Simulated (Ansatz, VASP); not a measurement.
## ZrF2: VASP beside Ansatz

The input INCAR:

```
SYSTEM = ZrF2
ALGO = Normal
EDIFF = 1E-7
EDIFFG = -0.01
ENCUT = 600
GGA = PE
IBRION = 2
ISIF = 3
ISMEAR = 0
LASPH = .True.
LCHARG = .False.
LREAL = .False.
LWAVE = .False.
NELM = 100
NSW = 100
PREC = Accurate
SIGMA = 0.1
```

KPOINTS

```
k-points
0
Gamma
  12 12 16
  0 0 0
```

File POSCAR:

```
ZrF2
1.0
    4.2380281779      0.0000000000      0.0000000000
    0.0000000000      4.2380281779      0.0000000000
    0.0000000000      0.0000000000      2.9850156081
Zr F
1 2
Direct
    0.5000000000      0.5000000000      0.0000000000
    0.0000000000      0.5000000000      0.0000000000
    0.5000000000      0.0000000000      0.0000000000
```

Input for Ansatz:

```yaml
crystal:
  lattice:
    - [4.2380281779, 0.0, 0.0]
    - [0.0, 4.2380281779, 0.0]
    - [0.0, 0.0, 2.9850156081]
  atoms:
    - { symbol: Zr, position: [0.5, 0.5, 0.0] }
    - { symbol: F, position: [0.0, 0.5, 0.0] }
    - { symbol: F, position: [0.5, 0.0, 0.0] }
basis:
  ecutwfc: 420
kpoints:
  mp_grid: { grid: [12, 12, 16] }
hamiltonian:
  xc: pbe
scf:
  occupations: { method: gaussian, width: 0.1 }
output:
  forces: true
  stress: true
  eigenvalues: true
relax:
  adjacent_minimum: "off"
  f_tol: 0.01
  max_steps: 80
  cell: { stress_tol: 0.05 }
```

Alike in both runs: task relaxation of cell and atoms; functional PBE; k mesh 12 × 12 × 16; occupations gaussian, width 0.1 eV; no spin polarisation.

|  | VASP | Ansatz |
| --- | --- | --- |
| version | VASP 6.6.1 | Ansatz 0.2.0 |
| potentials or method | VASP PAW PBE potentials, release 64 (Zr_sv, F) | scalar-relativistic, plane waves, PAW |
| plane-wave cutoff (eV) | 600 | 420 |
| valence electrons in the cell | 26 | 26 |

|  | VASP | Ansatz | Ansatz less VASP |
| --- | --- | --- | --- |
| gap on the k mesh at the Fermi level, each at its own relaxed structure (eV) | none | none | - |
| relaxed volume (Å³/atom) | 18.29 | 18.33 | +0.036 |
| relaxed cell length with the largest relative difference (Å) | 3.066 | 3.073 | +0.0068 |
| energy change over the relaxation (meV/atom) | -5 | -6 | -0.8 |

A gap of «none» marks a metal or a gap that the smearing closes.
